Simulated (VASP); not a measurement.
Consider the following.

```xyz
3
Lattice="1.7910 -3.1021 0.0000 1.7910 3.1021 0.0000 0.0000 0.0000 5.6513" Properties=species:S:1:pos:R:3 pbc="T T T"
Pt     0.0000     0.0000     0.0000
S      1.7910     1.0340     1.2463
S      1.7910    -1.0340     4.4050
```

Calculation: r2SCAN meta-GGA, VASP's PBE PAW potentials (set 64) (plane waves; VASP). Settings: 520 eV cut-off, 7×7×4 Γ-centred mesh, Gaussian smearing of 0.050 eV, potentials Pt S.

**Question.** The ions and cell shape at fixed volume are relaxed. Predict the relaxed structure.

**Answer.** 
```xyz
3
Lattice="1.7736 -3.0720 0.0000 1.7736 3.0720 0.0000 0.0000 0.0000 5.7628" Properties=species:S:1:pos:R:3 pbc="T T T"
Pt     0.0000     0.0000     5.7628
S      1.7736     1.0240     1.2345
S      1.7736    -1.0240     4.5283
```
Space group P-3m1 (164), at a tolerance of 0.03 Å.

**Question.** How much energy does the relaxation gain?

**Answer.** The energy (σ→0) changes by -6.5 meV/atom, in 6 ionic steps.

```json
[
 {"step": "1", "E(σ→0) (eV)": "-68.8532", "max force (eV/Å)": "0.392", "pressure (GPa)": "-3.57", "volume (Å³)": "62.80"},
 {"step": "2", "E(σ→0) (eV)": "-68.8667", "max force (eV/Å)": "0.171", "pressure (GPa)": "-2.08", "volume (Å³)": "62.80"},
 {"step": "3", "E(σ→0) (eV)": "-68.8712", "max force (eV/Å)": "0.035", "pressure (GPa)": "-0.68", "volume (Å³)": "62.80"},
 {"step": "4", "E(σ→0) (eV)": "-68.8712", "max force (eV/Å)": "0.055", "pressure (GPa)": "-0.54", "volume (Å³)": "62.80"},
 {"step": "5", "E(σ→0) (eV)": "-68.8726", "max force (eV/Å)": "0.023", "pressure (GPa)": "-0.35", "volume (Å³)": "62.80"},
 {"step": "6", "E(σ→0) (eV)": "-68.8728", "max force (eV/Å)": "0.004", "pressure (GPa)": "-0.23", "volume (Å³)": "62.80"}
]
```

The compound is PtS2 in the 1T layered structure. This cell is one point of a volume scan, at 1.03 of the reference volume. Symmetry was kept, so distortions that lower it aren't found.
